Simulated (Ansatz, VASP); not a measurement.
# Fe in two plane-wave programs

Wanted: the spread between two codes on one cell, functional and k mesh. The cell is taken from a series of VASP runs on this material, whose earlier steps may have relaxed, scaled or displaced it; both programs get it as it stands.

Calculated with Ansatz 0.2.0; plane waves, with VASP 6.6.1 beside it; relaxation of cell and atoms at r2SCAN.

## Step 1: The structure

Symmetry: Im-3m, No. 229, cubic system. The conventional cell has a = 2.866 Å, b = 2.866 Å, c = 2.866 Å, α = 90.00°, β = 90.00°, γ = 90.00°. Fe has 8 Fe at 2.48 Å nearest.

## Step 2: Ansatz: relaxation of cell and atoms, r2SCAN

Ansatz runs on its default PAW (the set named soft_2) files.

The relaxed volume is the usual yardstick between codes: its relative difference is about their pressure difference at one cell divided by the bulk modulus.

The input, input.yaml:

```yaml
crystal:
  lattice:
    - [-1.433028578, 1.433028578, 1.433028578]
    - [1.433028578, -1.433028578, 1.433028578]
    - [1.433028578, 1.433028578, -1.433028578]
  atoms:
    - { symbol: Fe, position: [0.0, 0.0, 0.0], spin: 3.0 }
hamiltonian:
  xc: r2scan
  pseudopotentials: { kind: paw }
magnetization:
  spin_polarized: true
kpoints:
  mp_grid: { grid: [22, 22, 22] }
scf:
  occupations: { method: methfessel_paxton, width: 0.15 }
relax:
  f_tol: 0.01
  max_steps: 60
  cell: { stress_tol: 0.05 }
output:
  forces: true
  stress: true
```

Started as:

```
ansatz run input.yaml --threads 4 --pin off --max-ram 9216MiB --backend cpu --events-out ev --progress --plain --runs-dir out
```

Numbers of over 12 decimals in the logs are rounded to 6 here.

What it wrote:

```text
Engine: ansatz 0.2.0, aarch64-unknown-linux-gnu
Pseudopotentials: kind: paw
Pseudopotential: Fe, paw, valence charge 16, recommended cutoff 500 eV (meta_gga), Fe.paw.azcp
Functional definition: r2SCAN
  parameter k0 = 0.174
  parameter k1 = 0.065
  parameter a1 = 4.9479
  exchange = r2scan_x(k0 = k0, k1 = k1, a1 = a1)
  correlation = r2scan_c
Crystal: 1 atoms, lattice volume = 11.771 Å³
Basis set: ecut = 500 eV, 321 PW (Γ), exchange–correlation on 80×80×80 points (64 copies of the dense FFT grid, shifted against one another)
Bands: 14, of which v1, the nominal top of the filled ones, is band 8 counted from 1 (7 counted from 0)
Symmetry: 48 space group operations
Space group: Im-3m (ITA 229), of the structure as read, at distance tolerance 2.3e-5 Å
Magnetic group: BNS 229.140 (UNI 1642), of the structure as read, at distance tolerance 2.3e-5 Å
k-points: 328 of 10648
Non-local potential: Fe, projectors of the file, l = 0: 3, l = 1: 2, l = 2: 3, l = 3: 1
PAW form: soft (Blöchl's): semilocal exchange-correlation on the pseudo side does not see the compensation charge
PAW frozen core: Fe, regenerated for the run's functional (the file was generated under x = pbe(κ = 0.804, μ = 0.219515), c = pbe(β = 0.066725))
PAW one-centre angular grid: Fe, 590 points (default); XC on 160 Gauss nodes
Initial density: superposition of atomic densities (chi_scale 0.1, normalization cell)
Starting moments: Σ|m| = 3 μB on 1 of 1 site
Initial wavefunctions: pseudopotential atomic-orbital guess
Functional: x = r2scan, c = r2scan; τ floored in thin density (d = 2e-4 eV/Å³)
SCF iter   1: F=—  HF=-4485.609182 eV  |F-HF|=—  |Δ(HF+E_count)|=         —  Δρ=8.46e-2 (↑3.16e-2 ↓8.46e-2)  dr2=1.02e0  dr2_τ=5.12e-3  dr2_m=9.95e-2  M=2.759 μB ∫|m|=2.853 μB  β_m=1.00  ethr=3.10e-3  ⟨swp⟩=4.6  Hψ=43596  notcnv=0
Mixer restart at iter 1: flushing history
preconditioner: auto → none  [metal: Δε(μ)=0.004 eV  Ē_g=15.251 eV  σ=0.150 eV  W_gap=0.01  n_scr=0 (ndim 8)  ℏωp=30.6 eV  f_vac=0.000  D(μ)=0.72/eV (n_scr^D=12)]
SCF iter   2: F=—  HF=-4485.407292 eV  |F-HF|=—  |Δ(HF+E_count)|=   2.02e-1  Δρ=2.89e-2 (↑2.89e-2 ↓1.52e-2)  dr2=1.78e-2  dr2_τ=3.10e-3  dr2_m=4.49e-2  M=2.729 μB ∫|m|=2.964 μB  β_m=1.00  ethr=3.10e-3  ⟨swp⟩=3.1  Hψ=21817  notcnv=0  defer=769  κ⁻¹=1.0e0(r=1)
SCF iter   3: F=—  HF=-4485.578706 eV  |F-HF|=—  |Δ(HF+E_count)|=         —  Δρ=1.02e-2 (↑1.02e-2 ↓6.28e-3)  dr2=6.35e-3  dr2_τ=2.91e-4  dr2_m=2.75e-3  M=2.716 μB ∫|m|=2.994 μB  β_m=1.00  ethr=1.11e-4  ⟨swp⟩=2.2  Hψ=17672  notcnv=0  defer=769
Mixer restart at iter 3: flushing history
SCF iter   4: F=—  HF=-4485.706784 eV  |F-HF|=—  |Δ(HF+E_count)|=   1.28e-1  Δρ=5.51e-3 (↑5.23e-3 ↓5.51e-3)  dr2=4.48e-3  dr2_τ=2.02e-4  dr2_m=6.93e-5  M=2.700 μB ∫|m|=2.998 μB  β_m=1.00  ethr=3.97e-5  ⟨swp⟩=2.0  Hψ=16451  notcnv=0  defer=767  κ⁻¹=1.0e0(r=1)
SCF iter   5: F=—  HF=-4485.805558 eV  |F-HF|=—  |Δ(HF+E_count)|=   9.88e-2  Δρ=4.39e-3 (↑3.50e-3 ↓4.39e-3)  dr2=2.91e-3  dr2_τ=1.13e-4  dr2_m=7.46e-5  M=2.686 μB ∫|m|=2.997 μB  β_m=1.00  ethr=2.80e-5  ⟨swp⟩=2.0  Hψ=17119  notcnv=0  defer=763  κ⁻¹=6.8e-2(r=2)
SCF iter   6: F=—  HF=-4485.894476 eV  |F-HF|=—  |Δ(HF+E_count)|=   8.89e-2  Δρ=1.71e-3 (↑1.56e-3 ↓1.71e-3)  dr2=9.09e-4  dr2_τ=8.93e-6  dr2_m=1.38e-6  M=2.664 μB ∫|m|=2.989 μB  β_m=1.00  ethr=1.82e-5  ⟨swp⟩=2.1  Hψ=17920  notcnv=0  defer=761  κ⁻¹=6.5e-3(r=3)
SCF iter   7: F=—  HF=-4485.896093 eV  |F-HF|=—  |Δ(HF+E_count)|=   1.62e-3  Δρ=4.44e-4 (↑4.24e-4 ↓4.44e-4)  dr2=2.07e-5  dr2_τ=2.22e-6  dr2_m=4.60e-6  M=2.657 μB ∫|m|=2.983 μB  β_m=1.00  ethr=5.68e-6  ⟨swp⟩=2.3  Hψ=15180  notcnv=0  defer=758  κ⁻¹=2.2e-3(r=4)
SCF iter   8: F=—  HF=-4485.892759 eV  |F-HF|=—  |Δ(HF+E_count)|=         —  Δρ=6.98e-4 (↑6.98e-4 ↓2.70e-4)  dr2=1.89e-5  dr2_τ=3.47e-7  dr2_m=2.45e-5  M=2.661 μB ∫|m|=2.988 μB  β_m=1.20  ethr=1.29e-7  ⟨swp⟩=2.5  Hψ=15244  notcnv=0  defer=758
Mixer restart at iter 8: flushing history
iteration 8: the input's own smearing fills from here on; a Gaussian of 0.15 eV has filled iterations ahead of it
SCF iter   9: F=—  HF=-4485.892769 eV  |F-HF|=—  |Δ(HF+E_count)|=   1.06e-5  S|Δr|=    0.00e0  Δρ=1.07e-4 (↑1.07e-4 ↓7.04e-5)  dr2=6.06e-7  dr2_τ=1.03e-7  dr2_m=2.68e-7  M=2.661 μB ∫|m|=2.988 μB  β_m=1.20  ethr=1.18e-7  ⟨swp⟩=2.0  Hψ=13698  notcnv=0  defer=758  κ⁻¹=1.0e0(r=1)
SCF iter  10: F=—  HF=-4485.892770 eV  |F-HF|=—  |Δ(HF+E_count)|=   9.56e-7  S|Δr|=    0.00e0  Δρ=5.27e-5 (↑4.65e-5 ↓5.27e-5)  dr2=2.36e-7  dr2_τ=1.26e-8  dr2_m=1.69e-8  M=2.661 μB ∫|m|=2.989 μB  β_m=1.20  ethr=3.79e-9  ⟨swp⟩=2.0  Hψ=13308  notcnv=0  defer=758  κ⁻¹=4.3e-3(r=2)
SCF iter  11: F=—  HF=-4485.892770 eV  |F-HF|=—  |Δ(HF+E_count)|=   8.81e-8  S|Δr|=    0.00e0  Δρ=2.89e-5 (↑2.89e-5 ↓2.83e-5)  dr2=8.49e-8  dr2_τ=3.94e-9  dr2_m=3.93e-11  M=2.661 μB ∫|m|=2.989 μB  β_m=1.20  ethr=6.25e-10  ⟨swp⟩=4.0  Hψ=25636  notcnv=0  κ⁻¹=9.8e-4(r=3)
SCF iter  12: F=-4485.892770 eV  HF=-4485.892770 eV  |F-HF|=3.42e-8  |Δ(HF+E_count)|=   1.86e-7  S|Δr|=    0.00e0  Δρ=5.00e-6 (↑5.00e-6 ↓4.28e-6)  dr2=2.69e-9  dr2_τ=1.50e-10  dr2_m=5.92e-11  M=2.661 μB ∫|m|=2.989 μB  ethr=5.31e-10  ⟨swp⟩=4.0  Hψ=27054  notcnv=0
SCF 1 converged in 12 iterations: F = -4485.892770 eV  dr2 = 2.69e-9
  greatest PAW one-centre occupation: 1.005 electrons in one spin orbital (limit 2), on the Fe atom at site 0 (counted from 0), in its partial waves of l = 1
relax step   1: F+E_penalty+E_count = -4485.89277048 eV  Δ(F+E_penalty+E_count) = +0.000e0 eV  max|allowed force component| = 0.000e0 eV/Å  Δτ_max = 0.0000 Å  P = +0.413 GPa  Ω = 11.771 Å³  (12 SCF iters, dr2 threshold 1.00e-7 eV, accepted)
[...]
relax step   2: F+E_penalty+E_count = -4485.89277762 eV  Δ(F+E_penalty+E_count) = -7.132e-6 eV  max|allowed force component| = 0.000e0 eV/Å  Δτ_max = 0.0000 Å  P = +0.144 GPa  Ω = 11.788 Å³  energy of the carried Pulay correction = -2.169e-5 eV  (6 SCF iters, dr2 threshold 1.00e-7 eV, accepted)
[...]
relax step   3: F+E_penalty+E_count = -4485.89277003 eV  Δ(F+E_penalty+E_count) = +7.587e-6 eV  max|allowed force component| = 0.000e0 eV/Å  Δτ_max = 0.0000 Å  P = -0.000 GPa  Ω = 11.797 Å³  energy of the carried Pulay correction = -3.333e-5 eV  (5 SCF iters, dr2 threshold 5.20e-8 eV, accepted)
[...]
relax step   4: F+E_penalty+E_count = -4485.89280432 eV  Δ(F+E_penalty+E_count) = -3.429e-5 eV  max|allowed force component| = 0.000e0 eV/Å  Δτ_max = 0.0000 Å  P = +0.003 GPa  Ω = 11.797 Å³  stress off target by 3.46e-3 GPa  SCF on the basis re-selected at this cell (its energy is not comparable with the rows above)  (8 SCF iters)
basis re-selected at this cell: Δ(F+E_penalty+E_count) = -3.429e-5 eV, ΔP = +0.004 GPa vs the last step (what re-selecting the basis moved, of the pressure what is left beyond the Pulay correction that the steps carried, after the strain that the cell walked since its last selection, with what the two solves' SCF thresholds leave and, on support functions, any second-order correction that the steps lacked; it is no measure of the basis error at this ecutwfc). This SCF's stress stands 3.46e-3 GPa from its target on what of the cell is left free (relax.cell.stress_tol is 5.00e-2 GPa) and its largest allowed force component is 0.00e0 eV/Å (relax.f_tol is 1.00e-2 eV/Å): [rest of the remark cut]
SCF converged after 8 iterations
Stability not checked: this state was not tested for a lower state beside it, because cold or Methfessel-Paxton smearing, or corrected tetrahedra, fill the levels in a way that the test cannot read (fill_not_monotonic; see scf.lower_state_search)
Magnetization: 2.6629 μB (9.3314 up, 6.6686 down)
Absolute magnetization: 2.9921 μB (∫|ρ↑−ρ↓|, with the PAW one-centre terms)
Spin contamination: 0.1248 ħ² per cell (⟨S²⟩ above its minimum at these occupations)
Per-site moments (μB) at R_I (Å): [(2.818908, 1.024594)]
Free energy (F): -4485.892804 eV
Harris-Foulkes:  -4485.892804 eV  (|F-HF|=0.00e0)
Internal energy: -4485.892966 eV  (E = F + TS)
E sigma→0 (E₀):  -4485.892845 eV
Entropy (-TS):   0.000161 eV (0.161 meV/atom)
Fermi energy:    17.684371 eV
--- Per-component energies (eV) ---
  E_band       = -245.745756
  E_kinetic    = 348.475689
  E_local      = -2113.032914  (includes V_loc(G=0)·N_el)
  E_nonlocal   = 223.379811
  E_hartree    = 886.476394
  E_xc         = -112.846268
  E_vxc        = -167.505346  (∫ρ·V_xc dr)
  E_paw        = -1379.356216  (= ΣΔE_a)
  E_vpaw       = -322.066450  (= ΣTr[D̂ρ^β])
  E_aug_tail   = 0.000248  (compensation charges beyond the density's cutoff)
  E_vtau       = 12.050405  (kinetic-family band-sum trace: ∫τ·v_τ [+ j·A + Jᵃ·Aᵃ] dr)
  E_ewald      = -2338.700235
  E_core_change = -0.289475  (= ΣΔE_core)
  E_smearing   = 0.000161  (= −TS)
  E_closure    = 0.000000  (closes the sum)
  Σ components = -4485.892804   (vs F -4485.892804, Δ=0.00e0)
--- Forces (eV/Å), atoms counted from 1 ---
  atom   1  Fe    -0.00000000    -0.00000000     0.00000000
  max |Σ_I F_I| component: 1.38e-31 eV/Å
--- Stress (GPa, compression-positive) ---
        0.003458      -0.000000       0.000000
       -0.000000       0.003458      -0.000000
        0.000000      -0.000000       0.003458
  P = ⅓ Tr σ = 0.0035 GPa (0.035 kbar)
--- Relaxed structure (3 steps of the walk, 3 accepted, 1 SCFs on fresh bases) ---
  F+E_penalty+E_count = -4485.89280432 eV   max|allowed force component| = 0.000e0 eV/Å   (the final SCF, on the basis selected at the relaxed cell)
  cell:  # Å, volume = 11.7967 Å³
    - [-1.434059, 1.434059, 1.434059]
    - [1.434059, -1.434059, 1.434059]
    - [1.434059, 1.434059, -1.434059]
  atoms:
    - { symbol: Fe, position: [0.0, 0.0, 0.0] }
```

The job ended after 15 s (4 threads of Arm Neoverse V1, shared host; peak memory 0.46 GiB).

## Step 3: VASP: relaxation of cell and atoms, r2SCAN

The same cell, functional, mesh and smearing now go to VASP, with its own data sets and cutoff.

Lines of VASP's logs that name or quote its potential files are left out, and so is its time.

The input, INCAR:

```
SYSTEM = Fe
PREC = Accurate
ENCUT = 450
EDIFF = 1E-06
NELM = 100
ISMEAR = 1
SIGMA = 0.15
LREAL = .FALSE.
ALGO = Normal
METAGGA = R2SCAN
LASPH = .TRUE.
NBANDS = 12
ISPIN = 2
MAGMOM = 3
LMAXMIX = 4
LORBIT = 11
LWAVE = .FALSE.
LCHARG = .FALSE.
KPAR = 4
IBRION = 2
NSW = 50
ISIF = 3
EDIFFG = -0.006
```

The input, POSCAR:

```
Fe
1.0
   -1.4330285780      1.4330285780      1.4330285780
    1.4330285780     -1.4330285780      1.4330285780
    1.4330285780      1.4330285780     -1.4330285780
Fe
1
Direct
    0.0000000000      0.0000000000      0.0000000000
```

The input, KPOINTS:

```
Automatic mesh
0
Gamma
22 22 22
0 0 0
```

PAW data sets: Fe (PBE family, release 64).

Started as:

```
mpirun -np 4 vasp_std
```

What it wrote:

```text
[banner, memory and clock lines left out]
running    4 mpi-ranks, on    1 nodes
 distrk:  each k-point on    1 cores,    4 groups
 distr:  one band on    1 cores,    1 groups

 POSCAR found type information on POSCAR Fe
 POSCAR found :  1 types and       1 ions
|                                                                             |
|               ----> ADVICE to this user running VASP <----                  |
|                                                                             |
|     You enforced a specific xc type in the INCAR file but a different       |
|     [... a line on the potential file left out ...]
|     I HOPE YOU KNOW WHAT YOU ARE DOING!                                     |
|                                                                             |

 LDA part: xc-table for (None), standard interpolation
 POSCAR, INCAR and KPOINTS ok, starting setup
 FFT: planning ... GRIDC
 FFT: planning ... GRID_SOFT
 FFT: planning ... GRID
 WAVECAR not read
 entering main loop
       N       E                     dE             d eps       ncg     rms          rms(c)
DAV:   1     0.142203662771E+02    0.14220E+02   -0.37231E+03 16976   0.750E+02
DAV:   2    -0.146631793132E+02   -0.28884E+02   -0.26418E+02 16500   0.130E+02
DAV:   3    -0.154399229573E+02   -0.77674E+00   -0.77169E+00 18200   0.249E+01
DAV:   4    -0.154433340583E+02   -0.34111E-02   -0.34107E-02 17636   0.149E+00
DAV:   5    -0.154433598458E+02   -0.25788E-04   -0.25787E-04 18088   0.133E-01    0.114E+01
DAV:   6    -0.143636095432E+02    0.10798E+01   -0.13743E+01 18876   0.490E+01    0.665E+00
DAV:   7    -0.143462685536E+02    0.17341E-01   -0.11398E+00 19004   0.120E+01    0.451E+00
DAV:   8    -0.143635325488E+02   -0.17264E-01   -0.51153E-02 19936   0.154E+00    0.244E+00
DAV:   9    -0.143513793147E+02    0.12153E-01   -0.75253E-02 18024   0.212E+00    0.707E-01
DAV:  10    -0.143581963872E+02   -0.68171E-02   -0.30497E-02 17416   0.148E+00    0.189E-01
DAV:  11    -0.143587200617E+02   -0.52367E-03   -0.41299E-04 18168   0.262E-01    0.737E-02
DAV:  12    -0.143587351294E+02   -0.15068E-04   -0.20958E-05 18272   0.393E-02    0.504E-02
DAV:  13    -0.143587572757E+02   -0.22146E-04   -0.11037E-04 18420   0.825E-02    0.186E-02
DAV:  14    -0.143587546628E+02    0.26128E-05   -0.74375E-06 18020   0.276E-02    0.448E-03
DAV:  15    -0.143587537680E+02    0.89488E-06   -0.36607E-07  8308   0.736E-03
   1 F= -.14358754E+02 E0= -.14358782E+02  d E =-.143588E+02  mag=     2.6600
[...]
2 F= -.14358758E+02 E0= -.14358782E+02  d E =-.406650E-05  mag=     2.6593
[...]
3 F= -.14358757E+02 E0= -.14358783E+02  d E =-.288248E-05  mag=     2.6597
[...]
4 F= -.14358757E+02 E0= -.14358783E+02  d E =-.372464E-05  mag=     2.6595
 curvature:  -0.10 expect dE=-0.910E-06 dE for cont linesearch -0.910E-06
 ZBRENT: interpolating
 opt :   0.4690  next Energy=   -14.358758 (dE=-0.422E-05)
 bond charge predicted
       N       E                     dE             d eps       ncg     rms          rms(c)
DAV:   1    -0.143587583384E+02   -0.72118E-07   -0.20617E-05 15828   0.674E-02    0.874E-03
DAV:   2    -0.143587569303E+02    0.14081E-05   -0.76996E-06 12936   0.349E-02    0.974E-03
DAV:   3    -0.143587572028E+02   -0.27251E-06   -0.24586E-07  7912   0.595E-03
   5 F= -.14358757E+02 E0= -.14358784E+02  d E =-.343484E-05  mag=     2.6596
 curvature:  -0.06 expect dE=-0.968E-07 dE for cont linesearch -0.968E-07
 trial: gam=-0.24859 g(F)=  0.563E-62 g(S)=  0.174E-05 ort = 0.376E-05 (trialstep = 0.894E+00)
 search vector abs. value=  0.372E-06
 reached required accuracy - stopping structural energy minimisation
```

(Part 1 of 2 ends here.)

[Lines on the potential files, build, host, timing and source positions are cut from VASP's logs without a mark.]

[Logs are printed without paths, hosts, clocks, repeated set-up lines and the standing remarks that a program may print on its own settings, such as how far it seeks lower states.]

[Hosts, paths, dates, database ids (printed as entryN), source tags and the programs' standing remarks are cut or masked in the printed files.]
